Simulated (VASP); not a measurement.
# G0W0 corrections to the valence and conduction levels of trigonal Se (P3_121), starting from LDA

The usual rule of thumb says that G0W0 acts on the bands of a semiconductor like a pair of scissors: the empty bands move up as a block, and the shapes of the valence and conduction bands stay as the Kohn-Sham calculation gave them. If that holds for trigonal selenium, a material for photodetectors and thin-film solar cells, one number corrects a whole LDA band structure, and with it the energies of transitions between bands well above the gap, excitonic effects aside. If it fails, the band widths change too. The test uses one-shot G0W0 on LDA for selected levels of one crystal. Each correction is the quasiparticle energy less the Kohn-Sham energy, both counted from their own valence-band top, so the correction at that top is zero by definition.

## How the numbers were made

A cell from a diffraction database, fixed. VASP 6.6.1, plane waves with PAW (data sets made for GW), cutoff 300 eV, no spin polarisation, no spin-orbit coupling. One-shot G0W0 on LDA, full frequency, k mesh 3×3×3, 692 bands, response cutoff 240 eV, short of the basis limit. All rows come from one run. The rows are a selection: up to six levels of each kind, spread evenly over the top 6.5 eV of the valence bands and the lowest 6 eV of the conduction bands, with Z between 0.6 and 0.95; over all 56 such levels the corrections run from -0.06 to 0.82 eV. Both energy scales are set to zero at their own valence-band top among the k points computed. k points are in fractions of the reciprocal vectors.

Notes on method and selection:

- The k mesh is coarse and need not hold the band edges; the size of the corrections depends on it.
- Where a crystal was run more than once, the run with the largest basis is shown; crystals whose screening a coarse mesh overstates, or whose filled d shells need far more bands, were left out.
- Runs that did not converge, have known faults or may not be shown are not listed, and runs on Ansatz's PAW sets soft_1 and soft_2 are kept to separate tables.

Columns:

- KS energy (eV): Kohn-Sham energy of the level from the valence-band top.
- Z: renormalisation factor Z.
- correction (eV): quasiparticle energy less Kohn-Sham energy, each from its valence-band top.

Input lines of one member:

```
PREC = Accurate
ENCUT = 300
ISMEAR = 0
SIGMA = 0.01
LREAL = .FALSE.
GGA = CA
NBANDS = 692
ALGO = EVGW0
NELMGW = 1
ENCUTGW = 240
NOMEGA = 40
PRECFOCK = Fast
NBANDSGW = 20
```

Command (options for logging and memory left out): `mpirun -np 4 vasp_std`

## Computed values

| member | kind of band | KS energy (eV) | Z | correction (eV) |
| --- | --- | --- | --- | --- |
| band 6 at (0.333, 0.333, 0.333) | valence | −4.09 | 0.705 | 0.008 |
| band 6 at (0, 0, 0.333) | valence | −3.22 | 0.707 | 0.010 |
| band 7 at (0.333, 0, 0.333) | valence | −1.74 | 0.708 | 0.045 |
| band 8 at (0.333, 0, 0.333) | valence | −1.60 | 0.707 | 0.002 |
| band 9 at (0, 0, 0.333) | valence | −0.88 | 0.708 | ? |
| band 9 at (0, 0.333, 0.333) | valence | 0.00 | 0.727 | 0.000 |
| band 10 at (0, 0, 0.333) | conduction | 1.37 | 0.737 | 0.780 |
| band 10 at (0.333, 0, 0) | conduction | 2.04 | 0.722 | 0.775 |
| band 11 at (0.333, 0, 0.333) | conduction | 2.61 | 0.715 | 0.756 |
| band 11 at (0.333, 0.333, 0) | conduction | 3.20 | 0.708 | 0.735 |
| band 13 at (0.333, 0.333, 0) | conduction | 5.90 | 0.763 | 0.658 |
| band 13 at (0.333, 0.333, 0.333) | conduction | 6.63 | 0.761 | 0.672 |

Cells marked ? are withheld until the estimate has been made.

Least-squares fits to the members shown, with x = KS energy (eV); R² and errors in the fitted variable (y, or ln y where the fit is in ln y):

| y | kind of band | members | fit | R² | rms residual | leave-one-out rms | the same for the mean of the others |
| --- | --- | --- | --- | --- | --- | --- | --- |
| correction (eV) | valence | 5 | y = 0.01130 − 7.970×10⁻⁴ x | 0.00 | 0.016 | 0.025 | 0.021 (fit no better) |
| correction (eV) | conduction | 6 | y = 0.8161 − 0.02393 x | 0.96 | 0.0100 | 0.018 | 0.057 |

## Interpretation

The scissors picture describes the largest effect. The shown valence corrections lie between 0.000 and 0.045 eV, the conduction corrections between 0.658 and 0.780 eV. The step between the two groups comes from the exchange-correlation potential of LDA, which is local and the same for filled and empty states. The self-energy contains screened exchange, which binds filled states more strongly than empty ones and so widens the gap.

Within the valence bands there is no usable slope. The straight line has R² = 0.00 and predicts omitted levels no better than the mean of the others. Two levels at the same k point, only 0.14 eV apart in Kohn-Sham energy, differ in correction by 0.045 − 0.002 = 0.043 eV. A difference of that size may come from the coarse mesh and is given no orbital meaning here.

The conduction bands do show a slope, and it is opposite to a stretch. From the lowest to the highest shown level the correction changes by 0.672 − 0.780 = −0.108 eV over 6.63 − 1.37 = 5.26 eV, a narrowing of about 2%. The fall is steady except for the last step, where the correction rises by 0.014 eV. The fitted line misses omitted levels by 0.018 eV, against 0.057 eV for a constant shift, so the slope is a real feature of these six rows.

Part of the narrowing may reflect a change of orbital character. With three atoms and nine filled bands per cell, bands 10 to 12 are mainly the antibonding p states of the chains, while band 13 lies above that group and has the two smallest conduction corrections. Its Z of about 0.76, against 0.71 to 0.74 for the lower conduction levels, fits such a change. The unconverged response basis could also affect high levels differently from low ones.

For these levels, then, a rigid shift is a good first approximation, and a slight compression of the conduction bands is the main departure from it.

## Prediction

Plain estimates from the members shown:

- band 9 at (0, 0, 0.333) (valence), straight-line interpolation between band 8 at (0.333, 0, 0.333) and band 9 at (0, 0.333, 0.333): w = (−0.88 − (−1.60)) / (0.00 − (−1.60)) = 0.450, so 0.002 + 0.450 × (0.000 − 0.002) = 0.001 eV

Band 9 at (0, 0, 0.333) belongs to the highest filled band, as does the level that sets the zero. Both are mainly lone-pair p states, so a correction close to zero is expected, far from the conduction values.

Two plain routes are available: interpolation in energy, which gives 0.001 eV, and the mean of the shown valence levels. They can be compared on the three shown levels that have neighbours on both sides. For band 6 at −3.22 eV, band 7 and band 8, interpolation misses by roughly 0.01, 0.04 and 0.04 eV; the mean of the other levels misses by roughly 0.004, 0.04 and 0.01 eV. The mean does clearly better for two levels and about equally well for band 7, as can be expected where the correction does not follow the energy. It gives (0.008 + 0.010 + 0.045 + 0.002 + 0.000) / 5 = 0.013 eV. The Z of 0.708 is shared by levels with quite different corrections and supports no further shift.

The leave-one-out error of the mean is 0.021 eV, but five levels sample the spread thinly. The set-up gives −0.06 eV as the lowest correction of all 56 levels, which must be a valence level if the conduction corrections stay anywhere near those shown. An even spread from −0.06 to 0.045 eV has a standard deviation of 0.105 / √12 = 0.03 eV, and this wider value is adopted.

**Committed estimate, band 9 at (0, 0, 0.333) (valence): correction = 0.01 ± 0.03 eV.**

## How the estimate fared

| member | kind of band | KS energy (eV) | Z | correction (eV) |
| --- | --- | --- | --- | --- |
| band 9 at (0, 0, 0.333) | valence | −0.88 | 0.708 | −0.021 |

| member | estimate | correction (eV) | computed | estimate − computed | miss in error bars |
| --- | --- | --- | --- | --- | --- |
| band 9 at (0, 0, 0.333) (valence) | committed | 0.010 | −0.021 | +0.031 | 1.0 |
| band 9 at (0, 0, 0.333) (valence) | interpolation | 0.001 | −0.021 | +0.022 |  |

The computed correction is −0.021 eV. The estimate of 0.01 ± 0.03 eV was 0.031 eV too high, which puts the computed value just outside the error bar. Interpolation in energy, passed over in favour of the mean, came closer with a miss of 0.022 eV. The mean had done at least as well on three shown levels, too few to settle the choice between two routes whose results differed by only about 0.01 eV.

The expectation that this level would stay close to the zero of the valence bands held. Its sign was missed by both routes: relative to the valence-band top, G0W0 moves the level slightly down, whereas the other shown levels below the top move slightly up. The sixth value brings no order into the valence corrections. The line and the mean of the others both miss omitted levels by 0.024 eV, so the six levels show no stretch or compression that stands out from their scatter. This holds for bands 6 to 9 only. The rows end at −4.09 eV, short of the 6.5 eV named in the notes, and the 56 levels include none from the two p bands just below band 6. The lower part of the p valence bands is therefore untested.

## Exceptions

Least-squares fits to the whole series, with x = KS energy (eV); R² and errors in the fitted variable (y, or ln y where the fit is in ln y):

| y | kind of band | members | fit | R² | rms residual | leave-one-out rms | the same for the mean of the others |
| --- | --- | --- | --- | --- | --- | --- | --- |
| correction (eV) | valence | 6 | y = −4.386×10⁻⁵ − 0.003839 x | 0.07 | 0.019 | 0.024 | 0.024 (fit no better) |
| correction (eV) | conduction | 6 | y = 0.8161 − 0.02393 x | 0.96 | 0.0100 | 0.018 | 0.057 |

Largest departures from the fit to the whole series:

| member | kind of band | correction (eV) | fit | computed − fit | in rms residuals |
| --- | --- | --- | --- | --- | --- |
| band 13 at (0.333, 0.333, 0) | conduction | 0.658 | 0.675 | −0.017 | 1.7 |
| band 13 at (0.333, 0.333, 0.333) | conduction | 0.672 | 0.657 | +0.015 | 1.5 |
| band 10 at (0.333, 0, 0) | conduction | 0.775 | 0.767 | +0.008 | 0.8 |
| band 11 at (0.333, 0.333, 0) | conduction | 0.735 | 0.740 | −0.005 | 0.5 |

Among the six conduction levels shown, none stands out. The two largest departures, −0.017 and +0.015 eV, both belong to band 13. Their opposite signs do not rule out a common cause, because a line drawn through a step between the lower bands and band 13 can leave the same pattern. The four levels of bands 10 and 11 alone give (0.735 − 0.780) / (3.20 − 1.37) = −0.025 eV per eV, practically the slope of all six, but this rests on a fall of only 0.780 − 0.735 = 0.045 eV.

Levels outside the table depart from the line by nearly as much. For the computed conduction levels the line gives at most 0.8161 − 0.02393 × 1.37 = 0.783 eV, yet the largest correction of the 56 levels is 0.82 eV, at least 0.82 − 0.783 = 0.037 eV above the line. In the other direction, the smallest direct gap on the mesh, whose conduction level is not in the table, opens by less than the line gives, and the shortfall is well above 0.018 eV. The six rows cannot settle whether the corrections fall steadily with energy or drop at band 13. The interpretation also went too far in calling the compression the main departure from a rigid shift: from −0.06 to 0.045 eV the valence corrections spread over 0.105 eV, about as much as the 0.108 eV by which the shown conduction corrections fall.

The largest departure in eV among the levels shown is in the valence bands. Band 7 at (0.333, 0, 0.333) has a correction of 0.045 eV where the valence line gives 0.007 eV, a difference of +0.038 eV or 2.0 rms residuals. Band 8 at the same k point, with nearly the same energy and Z, has only 0.002 eV. The coarse k mesh may play a part, and so may a real difference between the two orbitals. Values from a single mesh cannot separate the two.

## Closing remarks

For selenium at this level a scissors shift is a good first approximation. The six conduction levels shown also close up by about 2%, but a compression of the conduction bands as a whole is not established. When one of the six is left out, the line misses it by typically 0.018 eV. That figure describes the selection and is no error bar for other levels between 1.37 and 6.63 eV. For those the line is a rough guide, and single levels can miss it by about 0.04 eV or more. Valence levels of bands 6 to 9 can be left uncorrected, with a typical error of 0.02 eV in the six rows and at least 0.06 eV in the worst case among all levels computed. For the p bands below them nothing is shown.

The sum 1.37 + 0.780 = 2.15 eV is the quasiparticle gap on this mesh, not the fundamental gap, because both Kohn-Sham band edges lie at k points outside the mesh. Nor is it converged in the response basis: the last rise of the response cutoff, made together with more bands, still widened it by more than 0.018 eV. Self-consistency in the Green's function, omitted here, usually widens a gap obtained from LDA further.

[Logs are printed without paths, hosts, clocks, repeated set-up lines and the standing remarks that a program may print on its own settings, such as how far it seeks lower states.]
